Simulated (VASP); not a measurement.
Input for VASP

### INCAR
```
! general
SYSTEM   = Bi
PREC     = Accurate
ENCUT    = 520   ! plane-wave cut-off (eV)
LREAL    = .FALSE.
LASPH    = .TRUE.

! electronic loop
EDIFF    = 1E-6
NELM     = 100   ! most electronic steps
ALGO     = Normal
LMAXMIX  = 4

! smearing
ISMEAR   = 0
SIGMA    = 0.05

! functional
GGA      = BO
LUSE_VDW = .TRUE.
AGGAC    = 0.0
PARAM1   = 0.1833333333
PARAM2   = 0.22

! ions
IBRION   = 2
NSW      = 60   ! most ionic steps
ISIF     = 3   ! ions, shape and volume
EDIFFG   = -0.01   ! ionic stop

! output
LWAVE    = .FALSE.
LCHARG   = .FALSE.
```

### POSCAR
```
Bi
1
    4.2131105967    -2.2909203884     0.0060263405
    4.2131105967     2.2909203884     0.0060263405
    2.9620132894     0.0000000000     3.7716217561
Bi
2
Direct
  0.2346348843   0.2346348843   0.2346348843
  0.7653651157   0.7653651157   0.7653651157
```

KPOINTS:
```
kpoints
0
gamma
 6 6 6
```

POTCAR, in this order: Bi_d (PBE.64 set). Program: vasp_std.

Q: Write an equivalent input for Quantum ESPRESSO's pw.x.

A: One equivalent input (not run):
```
&CONTROL
  calculation = 'vc-relax'
  pseudo_dir = './pseudo'
  outdir = './out'
  tprnfor = .true.
  tstress = .true.
  nstep = 60
  forc_conv_thr = 0.00039
/
&SYSTEM
  ibrav = 0
  nat = 2
  ntyp = 1
  ecutwfc = 66
  occupations = 'smearing'
  smearing = 'gaussian'
  degauss = 0.003675
  input_dft = 'vdw-df-obk8'
/
&ELECTRONS
  conv_thr = 7.3e-08
  electron_maxstep = 100
/
&IONS
/
&CELL
/
ATOMIC_SPECIES
  Bi 208.980 Bi.upf
CELL_PARAMETERS angstrom
     4.2131106   -2.2909204    0.0060263
     4.2131106    2.2909204    0.0060263
     2.9620133    0.0000000    3.7716218
ATOMIC_POSITIONS crystal
  Bi   0.2346349  0.2346349  0.2346349
  Bi   0.7653651  0.7653651  0.7653651
K_POINTS automatic
  6 6 6 0 0 0
```
Limits of the translation: the potentials are each code's own (VASP's PAW set, PseudoDojo norm-conserving files in pw.x), so ENCUT and ecutwfc are chosen apart and not converted; conv_thr bounds pw.x's estimated SCF error, while EDIFF bounds the energy change between steps; forc_conv_thr acts on force components and is met together with etot_conv_thr.

The compound is Bi in the a7 structure. This run relaxes it. Symmetry was kept, so distortions that lower it aren't found. The start is the result of an earlier pass.
